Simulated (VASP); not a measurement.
OSZICAR of a VASP run on HgTe (zinc blende):

File OSZICAR:
```
       N       E                     dE             d eps       ncg     rms          rms(c)
DAV:   1     0.170277949238E+03    0.17028E+03   -0.81211E+03  1456   0.121E+03
DAV:   2     0.644643824484E+02   -0.10581E+03   -0.10076E+03  1586   0.264E+02
DAV:   3     0.603260179852E+02   -0.41384E+01   -0.41202E+01  1771   0.543E+01
DAV:   4     0.602888073309E+02   -0.37211E-01   -0.37202E-01  1956   0.488E+00
DAV:   5     0.602886232820E+02   -0.18405E-03   -0.18404E-03  1791   0.293E-01    0.866E+00
DAV:   6     0.587267618949E+02   -0.15619E+01   -0.71576E+00  1461   0.396E+01    0.554E+00
DAV:   7     0.582864677102E+02   -0.44029E+00   -0.53425E-01  1461   0.754E+00    0.329E+00
DAV:   8     0.588470675321E+02    0.56060E+00   -0.13650E+00  1456   0.145E+01    0.166E+00
DAV:   9     0.583542469983E+02   -0.49282E+00   -0.94297E+01  1456   0.436E+03    0.126E+00
DAV:  10     0.583282130807E+02   -0.26034E-01   -0.64891E+01  1456   0.331E+03    0.102E+00
DAV:  11     0.583369536396E+02    0.87406E-02   -0.27870E-01  1456   0.588E+00    0.280E-01
DAV:  12     0.583156292450E+02   -0.21324E-01   -0.38652E-02  1491   0.212E+00    0.502E-01
DAV:  13     0.583262178993E+02    0.10589E-01   -0.14106E+01  1456   0.644E+02    0.505E-01
DAV:  14     0.583137508285E+02   -0.12467E-01   -0.10536E-01  1456   0.475E+00    0.473E-01
DAV:  15     0.583031465841E+02   -0.10604E-01   -0.14250E-03  1556   0.391E-01    0.384E-01
DAV:  16     0.583013855977E+02   -0.17610E-02   -0.14675E-02  1466   0.132E+00    0.109E+00
DAV:  17     0.582991753458E+02   -0.22103E-02   -0.86271E-03  1466   0.108E+00    0.156E-01
DAV:  18     0.582985340724E+02   -0.64127E-03   -0.90210E-04  1526   0.246E-01    0.863E-02
DAV:  19     0.582981153254E+02   -0.41875E-03   -0.50546E-05  1511   0.830E-02    0.122E-01
DAV:  20     0.582980653514E+02   -0.49974E-04   -0.13705E-04  1616   0.107E-01    0.784E-02
DAV:  21     0.582978242881E+02   -0.24106E-03   -0.78639E-05  1526   0.962E-02    0.105E-01
DAV:  22     0.582978136201E+02   -0.10668E-04   -0.21754E-06  1656   0.153E-02    0.108E-01
DAV:  23     0.582978336368E+02    0.20017E-04   -0.18406E-06  1491   0.157E-02    0.110E-01
DAV:  24     0.582978457266E+02    0.12090E-04   -0.54582E-07  1711   0.885E-03    0.112E-01
DAV:  25     0.582977712803E+02   -0.74446E-04   -0.30634E-05  1511   0.567E-02    0.941E-02
DAV:  26     0.582977332340E+02   -0.38046E-04   -0.20522E-04  1526   0.134E-01    0.512E-02
DAV:  27     0.582977350401E+02    0.18061E-05   -0.21304E-06  1691   0.160E-02    0.402E-02
DAV:  28     0.582974477358E+02   -0.28730E-03   -0.84750E-05  1456   0.126E-01    0.194E-02
DAV:  29     0.582977443668E+02    0.29663E-03   -0.85795E-05  1466   0.133E-01    0.198E-02
DAV:  30     0.582977228780E+02   -0.21489E-04   -0.74784E-06  1456   0.271E-02    0.151E-02
DAV:  31     0.582977205289E+02   -0.23490E-05   -0.49026E-06  1561   0.198E-02    0.850E-03
DAV:  32     0.582977176363E+02   -0.28926E-05   -0.12490E-06  1561   0.113E-02    0.440E-03
DAV:  33     0.582977168765E+02   -0.75981E-06   -0.27319E-07  1585   0.481E-03    0.282E-03
DAV:  34     0.582977161710E+02   -0.70546E-06   -0.50007E-07  1486   0.628E-03    0.850E-04
DAV:  35     0.582977160612E+02   -0.10979E-06   -0.37628E-08  1298   0.166E-03    0.494E-04
DAV:  36     0.582977159899E+02   -0.71391E-07   -0.35913E-08  1038   0.177E-03
   1 F= 0.58297716E+02 E0= 0.58297716E+02  d E =0.000000E+00
       N       E                     dE             ncg
       N       E                     dE             ncg
```

### Question
Which electronic solver shows in the log?

### Answer
It is blocked Davidson (ALGO = Normal, or the opening steps of other solvers). The INCAR had ALGO = Normal.

### Question
Can the final energy be trusted as converged?

### Answer
Self-consistency was reached. It stopped with EDIFF = 1E-7, NELM = 100 (revTPSS meta-GGA, plane waves, VASP's PBE PAW potentials (set 64)).

The compound is HgTe in the zinc blende structure. It was relaxed first, which changed the volume by +6 %.
